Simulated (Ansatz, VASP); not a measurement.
**One calculation of SrGa2B2, two programs**

The input INCAR:

```
SYSTEM = SrGa2B2
PREC = Accurate ; ENCUT = 520
EDIFF = 1E-6 ; ISMEAR = -1
SIGMA = 0.1 ; LREAL = .False.
LASPH = .True. ; NELM = 100
ALGO = Normal ; ISIF = 2
LWAVE = .False. ; LCHARG = .False.
GGA = PE ; ISYM = 0
NBANDS = 29
```

Contents of KPOINTS:

```
Automatic mesh
0
Gamma
  5 5 4
  0 0 0
```

POSCAR

```
SrGa2B2
1.0
    2.2179950000      3.8416770000      0.0000000000
   -2.2179950000      3.8416770000      0.0000000000
    0.0000000000      0.0000000000      4.7447680000
Ga B Sr
2 2 1
Direct
    0.3333000000      0.3334000000      0.4656000000
    0.6667000000      0.6666000000      0.5344000000
    0.3333000000      0.3334000000      0.1067000000
    0.6667000000      0.6666000000      0.8933000000
    0.0000000000      0.0000000000      0.0000000000
```

Input for Ansatz:

```yaml
crystal:
  lattice:
    - [2.217995, 3.841677, 0.0]
    - [-2.217995, 3.841677, 0.0]
    - [0.0, 0.0, 4.744768]
  atoms:
    - { symbol: Ga, position: [0.3333, 0.3334, 0.4656] }
    - { symbol: Ga, position: [0.6667, 0.6666, 0.5344] }
    - { symbol: B, position: [0.3333, 0.3334, 0.1067] }
    - { symbol: B, position: [0.6667, 0.6666, 0.8933] }
    - { symbol: Sr, position: [0.0, 0.0, 0.0] }
  symmetry: { detect: false }
kpoints:
  mp_grid: { grid: [5, 5, 4], shift: [0, 0, 0] }
magnetization:
  spin_polarized: false
scf:
  occupations: { method: fermi_dirac }
  initial_density: { chi_scale: 0.1 }
hamiltonian:
  pseudopotentials: { kind: paw }
  xc: pbe
basis:
  ecutwfc: 420
output:
  forces: true
  stress: true
  eigenvalues: true
  write_density: true
  write_potential: true
  elf: true
  volumetric_format: npy
```

The cell was built by a generator and needn't be a form met in nature.

Alike in both runs: task single point; functional PBE; k mesh 5 × 5 × 4; no spin polarisation.

|  | VASP | Ansatz |
| --- | --- | --- |
| version | VASP 6.6.1 | Ansatz 0.2.0 |
| potentials or method | VASP PAW PBE potentials, release 64 (Ga_d, B, Sr_sv) | PAW plane waves |
| plane-wave cutoff (eV) | 520 | 420 |
| occupations | fermi-dirac, width 0.1 eV | fermi-dirac |
| valence electrons in the cell | 42 | 42 |

```csv
,VASP,Ansatz,Ansatz less VASP
gap on the k mesh at the Fermi level (eV),none,none,-
pressure (GPa),24.1,23.8,-0.37
largest component of the traceless stress (GPa),27.95,28.05,+0.101
rms of the force components (eV/Å),3.868,3.865,-0.0022
```

Atom by atom the forces differ by 0.004 eV/Å (rms over components). A gap of «none» marks a metal or a gap that the smearing closes.

Caveats: so large a pressure means that the cell lies far from this level's equilibrium, or that cutoff or potentials fall short (VASP); forces of over 1 eV/Å show positions far from the minimum, so gaps and moduli don't describe the material at rest.
